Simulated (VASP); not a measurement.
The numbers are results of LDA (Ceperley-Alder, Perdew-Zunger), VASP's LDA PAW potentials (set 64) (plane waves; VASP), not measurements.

A VASP calculation is set up with these files.

**POSCAR**
```
HfB2
1
    1.5657998234    -2.7120450742     0.0000000000
    1.5657998234     2.7120450742     0.0000000000
    0.0000000000     0.0000000000     3.4693955359
Hf B
1 2
Direct
  0.0000000000   0.0000000000   0.0000000000
  0.3333330000   0.6666670000   0.5000000000
  0.6666670000   0.3333330000   0.5000000000
```

KPOINTS:
```
Automatic mesh
0
Gamma
11 11 9
0 0 0
```

INCAR:
```
SYSTEM = HfB2
PREC = Accurate; ENCUT = 520; LREAL = .False.
LASPH = .True.
EDIFF = 1E-7; NELM = 100; ALGO = Normal
LMAXMIX = 6
ISMEAR = 1; SIGMA = 0.1
IBRION = 2; NSW = 30; ISIF = 4
EDIFFG = -0.01
LWAVE = .False.; LCHARG = .False.
```

POTCAR, in this order: Hf_pv B (LDA.64 set). Program: vasp_std.

Output

### OUTCAR
```
 ion  position               nearest neighbor table
   1  0.000  0.000  0.000-   2 2.51   3 2.51   2 2.51   3 2.51   3 2.51   3 2.51   2 2.51   2 2.51
                             3 2.51   3 2.51   2 2.51   2 2.51
   2  0.333  0.667  0.500-   3 1.81   3 1.81   3 1.81   1 2.51   1 2.51   1 2.51   1 2.51   1 2.51
                             1 2.51
   3  0.667  0.333  0.500-   2 1.81   2 1.81   2 1.81   1 2.51   1 2.51   1 2.51   1 2.51   1 2.51
                             1 2.51
  LATTYP: Found a hexagonal cell.
 ALAT       =     3.1315998422
 C/A-ratio  =     1.1078668127
 Subroutine PRICEL returns:
 Original cell was already a primitive cell.
 Subroutine GETGRP returns: Found 24 space group operations
The static configuration has the point symmetry D_6h.
The dynamic configuration has the point symmetry D_6h.
 Subroutine INISYM returns: Found 24 space group operations
 Subroutine IBZKPT returns following result:
 Found     80 irreducible k-points:

 Following reciprocal coordinates:
            Coordinates               Weight
  0.000000  0.000000  0.000000      1.000000
  0.090909 -0.000000  0.000000      6.000000
  0.181818 -0.000000  0.000000      6.000000
  0.272727 -0.000000  0.000000      6.000000
  0.363636 -0.000000  0.000000      6.000000
  0.454545 -0.000000  0.000000      6.000000
  0.090909  0.090909  0.000000      6.000000
  0.181818  0.090909  0.000000     12.000000
  0.272727  0.090909  0.000000     12.000000
  0.363636  0.090909  0.000000     12.000000
  0.454545  0.090909  0.000000      6.000000
  0.181818  0.181818  0.000000      6.000000
  0.272727  0.181818  0.000000     12.000000
  0.363636  0.181818  0.000000     12.000000
  0.272727  0.272727  0.000000      6.000000
  0.363636  0.272727  0.000000      6.000000
  0.000000  0.000000  0.111111      2.000000
  0.090909 -0.000000  0.111111     12.000000
  0.181818 -0.000000  0.111111     12.000000
...
```

### OSZICAR
```
       N       E                     dE             d eps       ncg     rms          rms(c)
DAV:   1     0.263350631116E+02    0.26335E+02   -0.84626E+03  1920   0.127E+03
DAV:   2    -0.296929595171E+02   -0.56028E+02   -0.52529E+02  2392   0.240E+02
DAV:   3    -0.314165659158E+02   -0.17236E+01   -0.17069E+01  2532   0.323E+01
DAV:   4    -0.314300510735E+02   -0.13485E-01   -0.13478E-01  2328   0.309E+00
DAV:   5    -0.314301990584E+02   -0.14798E-03   -0.14797E-03  2504   0.260E-01    0.538E+01
DAV:   6    -0.290560949243E+02    0.23741E+01   -0.55822E+00  2320   0.154E+01    0.396E+01
DAV:   7    -0.290060155511E+02    0.50079E-01   -0.16050E+00  2424   0.862E+00    0.123E+01
DAV:   8    -0.289426560314E+02    0.63360E-01   -0.46194E-01  2276   0.475E+00    0.194E+00
DAV:   9    -0.289375571304E+02    0.50989E-02   -0.35587E-02  2272   0.144E+00    0.352E-01
DAV:  10    -0.289374644281E+02    0.92702E-04   -0.10737E-03  2320   0.278E-01    0.363E-01
DAV:  11    -0.289374607890E+02    0.36391E-05   -0.12092E-04  2336   0.845E-02    0.158E-01
DAV:  12    -0.289374576006E+02    0.31884E-05   -0.12763E-05  2336   0.292E-02    0.391E-02
DAV:  13    -0.289374575772E+02    0.23388E-07   -0.44816E-07  2324   0.613E-03
   1 F= -.28937458E+02 E0= -.28937461E+02  d E =-.289375E+02
```

OUTCAR:
```
------------------------ aborting loop because EDIFF is reached ----------------------------------------
  FORCE on cell =-STRESS in cart. coord.  units (eV):
  Direction    XX          YY          ZZ          XY          YZ          ZX
  --------------------------------------------------------------------------------------
  Total       -1.4041672     -1.4041674     -1.4481884      0.0000000     -0.0000000      0.0000000
  in kB      -76.3505995    -76.3506122    -78.7442228      0.0000000     -0.0000000      0.0000000
  external PRESSURE =     -77.1484782 kB  Pullay stress =       0.0000000 kB
  volume of cell :       29.47
      direct lattice vectors                 reciprocal lattice vectors
     1.565799823 -2.712045074  0.000000000     0.319325620 -0.184362718  0.000000000
     1.565799823  2.712045074  0.000000000     0.319325620  0.184362718  0.000000000
     0.000000000  0.000000000  3.469395536     0.000000000  0.000000000  0.288234648
 POSITION                                       TOTAL-FORCE (eV/Angst)
 -----------------------------------------------------------------------------------
      0.00000      0.00000      0.00000        -0.000000     -0.000000      0.000000
      1.56580      0.90402      1.73470        -0.000000     -0.000000      0.000000
      1.56580     -0.90402      1.73470         0.000000      0.000000      0.000000
 -----------------------------------------------------------------------------------
    total drift:                                0.000000     -0.000000      0.000000
  FREE ENERGIE OF THE ION-ELECTRON SYSTEM (eV)
  ---------------------------------------------------
  free  energy   TOTEN  =       -28.9374575772 eV

  energy  without entropy=      -28.9374686347  energy(sigma->0) =      -28.93746126

 reached required accuracy - stopping structural energy minimisation
```
(Selected blocks of OUTCAR.)

The compound is HfB2 in the AlB2 type structure. This cell is one point of a volume scan, at 1.03 of the reference volume.
